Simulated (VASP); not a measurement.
Consider the following.

```
YN
1.0
    3.43174     0.00000     0.00000
   -1.71587     2.97197     0.00000
    0.00000     0.00000    11.64160
Y N
4 4
Cartesian
  0.00000   1.98131   1.42006
  1.71587   0.99066   7.24086
  1.71587   0.99066  10.22155
  0.00000   1.98131   4.40074
  3.43174   0.00000   0.00000
  3.43174   0.00000   5.82080
  0.00000   1.98131   8.73120
  1.71587   0.99066   2.91040
```

Calculation: r2SCAN meta-GGA, VASP's PBE PAW potentials (set 64) (plane waves; VASP 6.6.1). Settings: 520 eV cut-off, 8×8×3 Γ-centred mesh, tetrahedra with Blöchl corrections, potentials Y_sv N.

Give the energies of bands 23 to 36 at the high-symmetry points, in eV from the valence-band maximum.

```
band      Γ      M      K      A      L      H
----  -----  -----  -----  -----  -----  -----
23    -2.29  -2.65  -2.75  -2.08  -2.47  -2.74
24    -2.29  -2.52  -2.73  -2.08  -2.47  -2.74
25    -2.21  -2.40  -2.56  -2.08  -2.17  -2.58
26    -1.70  -2.19  -2.56  -2.08  -2.17  -2.58
27    -1.70  -1.84  -2.05  -1.10  -2.04  -2.03
28    -1.04  -1.76  -2.00  -1.10  -2.04  -2.03
29    -1.04  -1.26  -1.72  -0.45  -1.09  -1.74
30    -0.21  -1.22  -1.72  -0.45  -1.09  -1.74
31     0.00  -0.87  -0.94  -0.45  -0.73  -0.92
32     0.00  -0.41  -0.94  -0.45  -0.73  -0.92
33     1.94   0.81   3.80   2.56   1.29   4.07
34     3.24   2.02   3.80   2.56   1.29   4.07
35     3.67   3.26   4.17   3.87   4.28   4.32
36     3.67   5.06   4.59   3.87   4.28   4.32
```

The gap is indirect, 0.81 eV, from the valence maximum at Γ to the conduction minimum at M.

The structure was generated: YN was put into the TiAs type (P6_3/mmc), which need not be its known phase. It was relaxed first, which changed the volume by +5 %.
